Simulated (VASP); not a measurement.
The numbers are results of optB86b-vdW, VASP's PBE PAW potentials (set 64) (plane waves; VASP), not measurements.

VASP ran on this input.

**KPOINTS**
```
Automatic mesh
0
Gamma
15 15 8
0 0 0
```

### INCAR
```
# general
SYSTEM    =  Re
PREC      =  Accurate
ENCUT     =  520
LREAL     =  F   # projection in real space or not
LASPH     =  T

# electronic loop
EDIFF     =  1E-7   # SCF stop (eV)
NELM      =  100   # most electronic steps
ALGO      =  Normal
LMAXMIX   =  6   # l cut-off of mixed one-centre charges

# smearing
ISMEAR    =  1   # Methfessel-Paxton
SIGMA     =  0.1

# functional
GGA       =  MK
LUSE_VDW  =  T
AGGAC     =  0.0
PARAM1    =  0.1234
PARAM2    =  1.0

# ions
IBRION    =  2   # conjugate gradients
NSW       =  30
ISIF      =  4   # ions and shape, fixed volume
EDIFFG    =  -0.01   # ionic stop

# output
LWAVE     =  F
LCHARG    =  F
```

**POSCAR**
```
Re
1
    1.3962089950    -2.4183048011     0.0000000000
    1.3962089950     2.4183048011     0.0000000000
    0.0000000000     0.0000000000     4.5169013839
Re
2
Direct
  0.3333330000   0.6666670000   0.2500000000
  0.6666670000   0.3333330000   0.7500000000
```

POTCAR, in this order: Re (PBE.64 set). Program: vasp_std.

Unless said otherwise, spin-orbit coupling is left out, though it shifts the bands of the heavy elements here.

Q: Predict the energy per atom (σ→0), band gap (on the k-mesh).

A: 
```json
{
 "energy per atom (σ→0)": "-10220 meV/atom",
 "band gap (on the k-mesh)": "none (metal, semimetal or under 0.01 eV)"
}
```

### OSZICAR
```
...
DAV:   5    -0.204392679526E+02    0.80245E-07   -0.21300E-08  2498   0.709E-03
   2 F= -.20439268E+02 E0= -.20439605E+02  d E =-.325749E-06
       N       E                     dE             d eps       ncg     rms          rms(c)
DAV:   1    -0.204393478267E+02   -0.79794E-04   -0.42995E-03  4532   0.241E+00    0.352E-02
DAV:   2    -0.204393127361E+02    0.35091E-04   -0.50373E-05  5548   0.942E-02    0.174E-02
DAV:   3    -0.204393022769E+02    0.10459E-04   -0.23410E-05  5716   0.672E-02    0.292E-03
DAV:   4    -0.204393023080E+02   -0.31055E-07   -0.66033E-07  4445   0.978E-03
   3 F= -.20439302E+02 E0= -.20439632E+02  d E =-.346811E-04
```

The compound is Re in the hcp structure. This cell is one point of a volume scan, at 1.03 of the reference volume. Symmetry was kept, so distortions that lower it aren't found.
